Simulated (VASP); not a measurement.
These are PBE GGA, VASP's PBE PAW potentials (set 64) (plane waves; VASP) values and carry that method's errors.

VASP ran on this input.

KPOINTS:
```
Automatic mesh
0
gamma
  1 1 1
```

### POSCAR
```
Ge2Os
3.0825070
  0.0000000000   1.0000000000   1.0000000000
  1.0000000000   0.0000000000   1.0000000000
  1.0000000000   1.0000000000   0.0000000000
Os Ge
1 2
Cart
  0.0000000000   0.0000000000   0.0000000000
  0.5000000000   0.5000000000   0.5000000000
  1.5000000000   1.5000000000   1.5000000000
```

**INCAR**
```
ISIF = 2
ALGO = Normal   ! blocked Davidson
LCHARG = .False.
EDIFF = 1E-6
GGA = PE   ! PBE
LREAL = .False.
ISMEAR = 1
SIGMA = 0.1   ! width (eV)
SYSTEM = Ge2Os
ENCUT = 400
LMAXMIX = 6
NELM = 100   ! most electronic steps
PREC = Accurate
LASPH = .True.
LWAVE = .False.
```

POTCAR, in this order: Os Ge_d (PBE.64 set). Program: vasp_std.

The run wrote:

OSZICAR:
```
       N       E                     dE             d eps       ncg     rms          rms(c)
DAV:   1     0.269764356973E+03    0.26976E+03   -0.16313E+04    50   0.371E+03
DAV:   2     0.392784079858E+02   -0.23049E+03   -0.22337E+03    44   0.650E+02
DAV:   3    -0.983601268284E+01   -0.49114E+02   -0.48739E+02    56   0.178E+02
DAV:   4    -0.117989771911E+02   -0.19630E+01   -0.19385E+01    56   0.441E+01
DAV:   5    -0.118601905844E+02   -0.61213E-01   -0.59866E-01    50   0.679E+00    0.132E+01
DAV:   6    -0.113889770359E+02    0.47121E+00   -0.61866E+00    58   0.116E+01    0.339E+00
DAV:   7    -0.112766486534E+02    0.11233E+00   -0.85981E-01    58   0.450E+00    0.295E+00
DAV:   8    -0.112619903815E+02    0.14658E-01   -0.68510E-02    72   0.146E+00    0.281E-01
DAV:   9    -0.112672644136E+02   -0.52740E-02   -0.37137E-03    44   0.391E-01    0.186E-01
DAV:  10    -0.112695027222E+02   -0.22383E-02   -0.19768E-03    64   0.217E-01    0.413E-02
DAV:  11    -0.112695271082E+02   -0.24386E-04   -0.80103E-05    44   0.778E-02    0.163E-02
DAV:  12    -0.112695356143E+02   -0.85061E-05   -0.15950E-05    48   0.207E-02    0.112E-02
DAV:  13    -0.112695365399E+02   -0.92558E-06   -0.41280E-06    36   0.132E-02
   1 F= -.11269537E+02 E0= -.11244646E+02  d E =-.746718E-01
```

File OUTCAR:
```
------------------------ aborting loop because EDIFF is reached ----------------------------------------
  FORCE on cell =-STRESS in cart. coord.  units (eV):
  Direction    XX          YY          ZZ          XY          YZ          ZX
  --------------------------------------------------------------------------------------
  Total        5.6094714      5.6094714      5.6094714     -0.0000000      0.0000000     -0.0000000
  in kB      153.4229438    153.4229438    153.4229438     -0.0000000      0.0000000     -0.0000000
  external PRESSURE =     153.4229438 kB  Pullay stress =       0.0000000 kB
  volume of cell :       58.58
      direct lattice vectors                 reciprocal lattice vectors
     0.000000000  3.082507000  3.082507000    -0.162205633  0.162205633  0.162205633
     3.082507000  0.000000000  3.082507000     0.162205633 -0.162205633  0.162205633
     3.082507000  3.082507000  0.000000000     0.162205633  0.162205633 -0.162205633
 POSITION                                       TOTAL-FORCE (eV/Angst)
 -----------------------------------------------------------------------------------
      0.00000      0.00000      0.00000         0.000000     -0.000000     -0.000000
      1.54125      1.54125      1.54125         0.000000      0.000000     -0.000000
      4.62376      4.62376      4.62376        -0.000000     -0.000000      0.000000
 -----------------------------------------------------------------------------------
    total drift:                                0.000000      0.000000      0.000000
  FREE ENERGIE OF THE ION-ELECTRON SYSTEM (eV)
  ---------------------------------------------------
  free  energy   TOTEN  =       -11.2695365399 eV

  energy  without entropy=      -11.1948647417  energy(sigma->0) =      -11.24464594
```
(Selected blocks of OUTCAR.)

The structure was generated: Ge2Os was put into the fluorite type (Fm-3m), which need not be its known phase. The cell was not relaxed at this level. The k-mesh is coarse (spacing up to 1.77 per Å, 2π included), so the numbers may not be converged in it. The run is one of a series of settings (KPOINTS 1×1×1 Γ-centred mesh against the base run), some of them coarse on purpose.
